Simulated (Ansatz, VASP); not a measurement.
**Be3Sn: VASP beside Ansatz**

```
Be Sn
1.0
    -1.86271    1.86271    3.73728
     1.86271   -1.86271    3.73728
     1.86271    1.86271   -3.73728
Be Sn
3 1
Direct
  0.50000 0.50000 0.00000
  0.25000 0.75000 0.50000
  0.75000 0.25000 0.50000
  0.00000 0.00000 0.00000
```

Alike in both runs: functional PBE; k mesh 8 × 8 × 8; occupations gaussian, width 0.1 eV; no spin polarisation.

Ansatz relaxed the structure, and its values are those at the end. VASP's run is a single point on that final structure, the one shown.

|  | VASP | Ansatz |
| --- | --- | --- |
| version | VASP 6.6.1 | Ansatz 0.2.0 |
| potentials or method | VASP PAW PBE potentials, release 64 (Be, Sn_d) | scalar-relativistic, plane waves, PAW |
| plane-wave cutoff (eV) | 520 | 420 |
| valence electrons in the cell | 20 | 20 |

|  | VASP | Ansatz | Ansatz less VASP |
| --- | --- | --- | --- |
| gap on the k mesh at the Fermi level (eV) | none | none | - |
| pressure (GPa) | 0.0 | 0.0 | 0.00 |

A gap of «none» marks a metal or a gap that the smearing closes. The functional is the same, so the differences come from potentials, cutoffs and numerics.
